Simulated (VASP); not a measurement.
Level of theory: PBE GGA, VASP's PBE PAW potentials (set 64) (plane waves; VASP 6.6.1).

VASP input:

File KPOINTS:
```
Automatic mesh
0
Gamma
10 10 10
0 0 0
```

### INCAR
```
! general
SYSTEM  = SrCa
PREC    = Accurate
ENCUT   = 300
LREAL   = F
LASPH   = T

! electronic loop
EDIFF   = 1E-6
NELM    = 100
ALGO    = Normal
LMAXMIX = 4

! smearing
ISMEAR  = 0
SIGMA   = 0.1

! functional
GGA     = PE

! ions
ISIF    = 2

! output
LWAVE   = F
LCHARG  = F
```

**POSCAR**
```
SrCa
1
    4.4883640000     0.0000000000     0.0000000000
    0.0000000000     4.4883640000     0.0000000000
    0.0000000000     0.0000000000     4.4883640000
Ca Sr
1 1
Direct
  0.0000000000   0.0000000000   0.0000000000
  0.5000000000   0.5000000000   0.5000000000
```

POTCAR, in this order: Ca_sv Sr_sv (PBE.64 set). Program: vasp_std.

Q: What will the output report for the number of irreducible k-points (NKPTS), largest plane-wave count, number of space-group operations, FFT grid (NGX, NGY, NGZ)?

A: 
```json
{
 "number of irreducible k-points (NKPTS)": "56",
 "largest_plane_wave_count": "1082",
 "number_of_space_group_operations": "48",
 "FFT grid (NGX, NGY, NGZ)": "28 × 28 × 28"
}
```

The structure was generated: SrCa was put into an ordered model structure, which need not be its known phase. The cell was not relaxed at this level.
